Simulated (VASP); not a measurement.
Hf2Pd2Se2Br2O3:

```xyz
11
Lattice="3.6000 0.0000 0.0000 -1.8000 3.1177 0.0000 0.0000 0.0000 17.5000" Properties=species:S:1:pos:R:3 pbc="T T T"
Hf    1.8000    1.0392   16.3450
Hf    0.0000    2.0785    1.1550
Pd    0.0000    0.0000    5.1975
Pd    0.0000    0.0000   12.3025
Se    0.0000    2.0785    3.7625
Se    1.8000    1.0392   13.7375
Br    1.8000    1.0392    6.7900
Br    0.0000    2.0785   10.7100
O     0.0000    2.0785   15.8900
O     1.8000    1.0392    1.6100
O     0.0000    0.0000    0.0000
```

The cell was built by a generator and needn't be a form met in nature.

| Quantity | Value |
| --- | --- |
| Program | VASP 6.6.1 |
| Task | relaxation of cell and atoms |
| Functional | PBE |
| Potentials or basis | VASP PAW PBE potentials, release 64 (Hf_pv, Pd, Se, Br, O) |
| Cutoff | 520 eV |
| k mesh | 5 × 5 × 1 |
| Occupations | gaussian, width 0.15 eV |
| Spin | no spin polarisation |

At the start: pressure 4.2 GPa; volume 17.86 Å³/atom.

Problem. Where does the relaxation end?

Solution. Over 18 steps the energy falls by 86.5 meV/atom and the volume is 18.82 Å³/atom (+5.4 %); space group P-3m1 (No. 164, to 0.05 Å).

The path:
```tsv
step	energy change (eV)	largest force (eV/Å)	pressure (GPa)	volume (Å³)
1	0.0000	1.9717	4.21	196.41
2	-0.6007	1.1288	-2.70	210.07
3	-0.6039	1.0728	-3.28	211.21
4	-0.7498	0.6469	1.42	204.36
5	-0.7641	0.4428	0.13	205.92
6	-0.8032	0.3347	0.24	205.91
7	-0.8408	0.3401	0.39	205.91
8	-0.8570	0.3958	0.91	205.89
9	-0.8600	0.3285	0.62	205.89
10	-0.8891	0.2898	-0.10	207.38
11	-0.9087	0.3238	-1.64	210.45
12	-0.9242	0.2995	-1.34	209.86
13	-0.9322	0.2658	-0.92	209.21
14	-0.9324	0.2593	-0.79	209.06
15	-0.9404	0.2141	-0.33	208.18
16	-0.9461	0.1760	0.46	206.60
17	-0.9498	0.0924	0.23	206.79
18	-0.9513	0.0550	0.11	206.99
```

Final structure:
```
Hf Pd Se Br O
1.0
     3.70317    0.00000    0.00000
    -1.85159    3.20704    0.00000
     0.00000    0.00000   17.42878
Hf Pd Se Br O
2 2 2 2 3
Direct
  0.66667 0.33333 0.93511
  0.33333 0.66667 0.06489
  0.00000 0.00000 0.29751
  0.00000 0.00000 0.70249
  0.33333 0.66667 0.22104
  0.66667 0.33333 0.77896
  0.66667 0.33333 0.39065
  0.33333 0.66667 0.60935
  0.33333 0.66667 0.92878
  0.66667 0.33333 0.07122
  0.00000 0.00000 0.00000
```

Caveat: the k mesh is coarse (spacing up to 0.40 Å⁻¹), so the values aren't converged; this functional lacks dispersion, which binds the layers, so the pressure and a relaxed spacing across them are unreliable.
